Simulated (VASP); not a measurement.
Data:

```
CaS
1.0
    0.00000     2.88865     2.88865
    2.88865     0.00000     2.88865
    2.88865     2.88865     0.00000
Ca S
1 1
Cartesian
  0.00000   0.00000   0.00000
  2.88865   2.88865   2.88865
```

The numbers are results of optB86b-vdW, VASP's PBE PAW potentials (set 64) (plane waves; VASP 6.6.1), not measurements. Settings: 520 eV cut-off, 8×8×8 Γ-centred mesh, Gaussian smearing of 0.050 eV, potentials Ca_sv S.

Problem. What does the run give for the energy per atom (σ→0), pressure, band gap (on the k-mesh) with the smallest direct gap where there is one?

Solution. 
```json
{
  "band gap (on the k-mesh)": "2.43 eV",
  "smallest direct gap (on the k-mesh)": "3.20 eV",
  "energy per atom (σ→0)": "-3.376 eV/atom",
  "pressure": "-3.17 GPa"
}
```

The compound is CaS in the rock salt structure. This cell is one point of a volume scan, at 1.06 of the reference volume.
